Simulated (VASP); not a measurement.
Output of a VASP run:

### OSZICAR
```
       N       E                     dE             d eps       ncg     rms          rms(c)
DAV:   1     0.633307408692E+01    0.63331E+01   -0.38947E+03  2120   0.838E+02
DAV:   2    -0.159613097563E+02   -0.22294E+02   -0.21671E+02  2928   0.110E+02
DAV:   3    -0.162587743577E+02   -0.29746E+00   -0.29719E+00  2560   0.153E+01
DAV:   4    -0.162593329773E+02   -0.55862E-03   -0.56679E-03  3200   0.602E-01
DAV:   5    -0.162593338400E+02   -0.86270E-06   -0.95611E-06  2592   0.119E-02    0.520E+00
DAV:   6    -0.149217998683E+02    0.13375E+01   -0.21853E+00  2224   0.805E+00    0.257E+00
DAV:   7    -0.146877345876E+02    0.23407E+00   -0.12438E+00  2408   0.598E+00    0.757E-01
DAV:   8    -0.146863489195E+02    0.13857E-02   -0.11334E-01  2216   0.216E+00    0.407E-01
DAV:   9    -0.146794913603E+02    0.68576E-02   -0.26517E-02  2304   0.909E-01    0.593E-02
DAV:  10    -0.146797283411E+02   -0.23698E-03   -0.11351E-03  2912   0.232E-01    0.264E-02
DAV:  11    -0.146796104732E+02    0.11787E-03   -0.10701E-04  2280   0.664E-02    0.342E-03
DAV:  12    -0.146796289550E+02   -0.18482E-04   -0.39428E-06  2432   0.134E-02    0.106E-03
DAV:  13    -0.146796271688E+02    0.17862E-05   -0.96538E-08  2408   0.271E-03    0.343E-04
DAV:  14    -0.146796256553E+02    0.15136E-05   -0.23137E-08  1376   0.914E-04    0.102E-04
DAV:  15    -0.146796253929E+02    0.26232E-06   -0.14111E-09  1256   0.298E-04    0.140E-05
DAV:  16    -0.146796253645E+02    0.28423E-07   -0.90688E-11  1208   0.871E-05
   1 F= -.14679625E+02 E0= -.14679625E+02  d E =0.000000E+00
```

### OUTCAR
```
------------------------ aborting loop because EDIFF is reached ----------------------------------------
  FORCE on cell =-STRESS in cart. coord.  units (eV):
  Direction    XX          YY          ZZ          XY          YZ          ZX
  --------------------------------------------------------------------------------------
  Total       -0.1461461     -0.1461461      0.3118639      0.0000000     -0.0000000     -0.0000000
  in kB       -8.0018994     -8.0018964     17.0753982      0.0000000     -0.0000000     -0.0000000
  external PRESSURE =       0.3572008 kB  Pullay stress =       0.0000000 kB
  volume of cell :       29.26
      direct lattice vectors                 reciprocal lattice vectors
     1.547726753 -2.680740872  0.000000000     0.323054440 -0.186515603  0.000000000
     1.547726753  2.680740872  0.000000000     0.323054440  0.186515603  0.000000000
     0.000000000  0.000000000  3.526351982     0.000000000  0.000000000  0.283579179
 POSITION                                       TOTAL-FORCE (eV/Angst)
 -----------------------------------------------------------------------------------
      0.00000      0.00000      0.00000        -0.000000      0.000000      0.000000
      1.54773      0.89358      1.76318         0.000000      0.000000      0.000000
      1.54773     -0.89358      1.76318        -0.000000     -0.000000      0.000000
 -----------------------------------------------------------------------------------
    total drift:                                0.000000     -0.000000      0.000000
  FREE ENERGIE OF THE ION-ELECTRON SYSTEM (eV)
  ---------------------------------------------------
  free  energy   TOTEN  =       -14.6796253645 eV

  energy  without entropy=      -14.6796253645  energy(sigma->0) =      -14.67962536

 total charge

# of ion       s       p       d       tot
------------------------------------------
    1        0.154   0.172   0.055   0.380
    2        0.689   1.221   0.000   1.911
    3        0.689   1.221   0.000   1.911
--------------------------------------------------
tot          1.532   2.614   0.055   4.201

 Electric field gradients after diagonalization (V/A^2)
 (convention: |V_zz| > |V_xx| > |V_yy|)
----------------------------------------------------------------------
 ion       V_xx      V_yy      V_zz     asymmetry (V_yy - V_xx)/ V_zz
----------------------------------------------------------------------
   1       0.233     0.233    -0.465       0.000
   2      -9.561    -9.561    19.122       0.000
   3      -9.561    -9.561    19.122       0.000
```
(Selected blocks of OUTCAR.)

**POSCAR**
```
MgB2
1
    1.5477267528    -2.6807408718     0.0000000000
    1.5477267528     2.6807408718     0.0000000000
   -0.0000000000    -0.0000000000     3.5263519823
Mg B
1 2
Direct
  0.0000000000   0.0000000000   1.0000000000
  0.3333330000   0.6666670000   0.5000000000
  0.6666670000   0.3333330000   0.5000000000
```

Q: Reconstruct the remaining input files.

A: One answer among several that fit: the input of the run itself, revPBE GGA, plane waves, VASP's PBE PAW potentials (set 64).

### INCAR
```
SYSTEM = MgB2
PREC = Accurate
ENCUT = 520
EDIFF = 1E-7
NELM = 100
ALGO = Normal
LREAL = .FALSE.
LASPH = .TRUE.
ISMEAR = -5
GGA = RE
LWAVE = .FALSE.
LCHARG = .TRUE.
LORBIT = 11
NEDOS = 601
ISIF = 2
LEFG = .TRUE.
```

File KPOINTS:
```
Automatic mesh
0
Gamma
13 13 10
0 0 0
```

POTCAR, in this order: Mg B (PBE.64 set). Program: vasp_std.

For a metal the tetrahedron method with Blöchl corrections gives inexact stress and forces.

The compound is MgB2 in the AlB2 type structure. It was relaxed first.
